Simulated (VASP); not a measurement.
Computed with PBE GGA, VASP's PBE PAW potentials (set 64) (plane waves; VASP).

A VASP calculation is set up with these files.

### POSCAR
```
LiH
1.0
  0.0000000000   2.0808000000   2.0808000000
  2.0808000000   0.0000000000   2.0808000000
  2.0808000000   2.0808000000   0.0000000000
Li H
1 1
Direct
  0.0000000000   0.0000000000   0.0000000000
  0.5000000000   0.5000000000   0.5000000000
```

INCAR:
```
SYSTEM=LiH
PREC=Accurate; ENCUT=520; LREAL=F
LASPH=T
EDIFF=1E-6; NELM=100; ALGO=Normal
ISMEAR=0; SIGMA=0.05
GGA=PE
ISIF=2
LWAVE=F; LCHARG=F
```

### KPOINTS
```
Automatic mesh
0
Gamma
10 10 10
0 0 0
```

POTCAR, in this order: Li_sv H (PBE.64 set). Program: vasp_std.

The run wrote:

OUTCAR:
```
 ion  position               nearest neighbor table
   1  0.000  0.000  0.000-
   2  0.500  0.500  0.500-
  LATTYP: Found a face centered cubic cell.
 ALAT       =     4.1616000000
 Subroutine PRICEL returns:
 Original cell was already a primitive cell.
 Subroutine GETGRP returns: Found 48 space group operations
The static configuration has the point symmetry O_h .
The dynamic configuration has the point symmetry O_h .
 Subroutine INISYM returns: Found 48 space group operations
 Subroutine IBZKPT returns following result:
 Found     47 irreducible k-points:

 Following reciprocal coordinates:
            Coordinates               Weight
  0.000000  0.000000  0.000000      1.000000
  0.100000  0.000000  0.000000      8.000000
  0.200000  0.000000  0.000000      8.000000
  0.300000  0.000000  0.000000      8.000000
  0.400000  0.000000  0.000000      8.000000
  0.500000  0.000000  0.000000      4.000000
  0.100000  0.100000  0.000000      6.000000
  0.200000  0.100000  0.000000     24.000000
  0.300000  0.100000  0.000000     24.000000
...
```

**OSZICAR**
```
       N       E                     dE             d eps       ncg     rms          rms(c)
DAV:   1    -0.812809349004E+00   -0.81281E+00   -0.14327E+03   576   0.592E+02
DAV:   2    -0.620778054387E+01   -0.53950E+01   -0.51322E+01   798   0.705E+01
DAV:   3    -0.634131448068E+01   -0.13353E+00   -0.13353E+00   708   0.101E+01
DAV:   4    -0.634242004854E+01   -0.11056E-02   -0.11056E-02   744   0.885E-01
DAV:   5    -0.634242993852E+01   -0.98900E-05   -0.98900E-05   720   0.590E-02    0.282E+00
DAV:   6    -0.616054734201E+01    0.18188E+00   -0.16590E-01   624   0.179E+00    0.140E+00
DAV:   7    -0.610282390989E+01    0.57723E-01   -0.21054E-01   732   0.227E+00    0.226E-01
DAV:   8    -0.610492249499E+01   -0.20986E-02   -0.56134E-03   666   0.632E-01    0.459E-02
DAV:   9    -0.610486508596E+01    0.57409E-04   -0.24985E-04   804   0.904E-02    0.103E-02
DAV:  10    -0.610486255635E+01    0.25296E-05   -0.70842E-06   666   0.252E-02    0.369E-03
DAV:  11    -0.610486191526E+01    0.64109E-06   -0.63879E-07   396   0.537E-03
   1 F= -.61048619E+01 E0= -.61048619E+01  d E =-.142846E-29
```

OUTCAR:
```
------------------------ aborting loop because EDIFF is reached ----------------------------------------
  FORCE on cell =-STRESS in cart. coord.  units (eV):
  Direction    XX          YY          ZZ          XY          YZ          ZX
  --------------------------------------------------------------------------------------
  Total       -0.4045593     -0.4045593     -0.4045593      0.0000000      0.0000000      0.0000000
  in kB      -35.9725936    -35.9725936    -35.9725936      0.0000000      0.0000000      0.0000000
  external PRESSURE =     -35.9725936 kB  Pullay stress =       0.0000000 kB
  volume of cell :       18.02
      direct lattice vectors                 reciprocal lattice vectors
     0.000000000  2.080800000  2.080800000    -0.240292195  0.240292195  0.240292195
     2.080800000  0.000000000  2.080800000     0.240292195 -0.240292195  0.240292195
     2.080800000  2.080800000  0.000000000     0.240292195  0.240292195 -0.240292195
  FREE ENERGIE OF THE ION-ELECTRON SYSTEM (eV)
  ---------------------------------------------------
  free  energy   TOTEN  =        -6.1048619153 eV

  energy  without entropy=       -6.1048619153  energy(sigma->0) =       -6.10486192
```
(Selected blocks of OUTCAR.)

### OUTCAR
```
 val. band max:       -0.4034970099   @ k =   0.5000   0.5000   0.0000

 cond. band min:       2.6467319684   @ k =   0.5000   0.5000   0.0000


 Fermi energy:        -0.0183226537

 k-point     1 :       0.0000    0.0000    0.0000
  band No.  band energies     occupation
      1     -44.8226      2.00000
      2      -5.4191      2.00000
      3      14.2890      0.00000
      4      16.3725      0.00000
      5      16.3725      0.00000
      6      16.3725      0.00000

 k-point     2 :       0.1000    0.0000    0.0000
  band No.  band energies     occupation
      1     -44.8196      2.00000
      2      -5.2489      2.00000
      3      13.0978      0.00000
      4      15.3519      0.00000
      5      16.0254      0.00000
      6      16.0255      0.00000

 k-point     3 :       0.2000    0.0000    0.0000
  band No.  band energies     occupation
      1     -44.8120      2.00000
      2      -4.7530      2.00000
      3      10.2249      0.00000
      4      14.1097      0.00000
      5      15.4574      0.00000
      6      15.4574      0.00000

 k-point     4 :       0.3000    0.0000    0.0000
  band No.  band energies     occupation
      1     -44.8027      2.00000
      2      -3.9896      2.00000
      3       7.3330      0.00000
      4      13.1516      0.00000
      5      15.1081      0.00000
      6      15.1082      0.00000

 k-point     5 :       0.4000    0.0000    0.0000
  band No.  band energies     occupation
      1     -44.7952      2.00000
      2      -3.1493      2.00000
      3       5.1399      0.00000
      4      12.5332      0.00000
      5      15.0494      0.00000
      6      15.0495      0.00000

 k-point     6 :       0.5000    0.0000    0.0000
  band No.  band energies     occupation
      1     -44.7923      2.00000
      2      -2.7264      2.00000
      3       4.2576      0.00000
      4      12.3199      0.00000
      5      15.0999      0.00000
      6      15.0999      0.00000
...
```

The compound is LiH in the rock salt structure. The cell was not relaxed at this level.
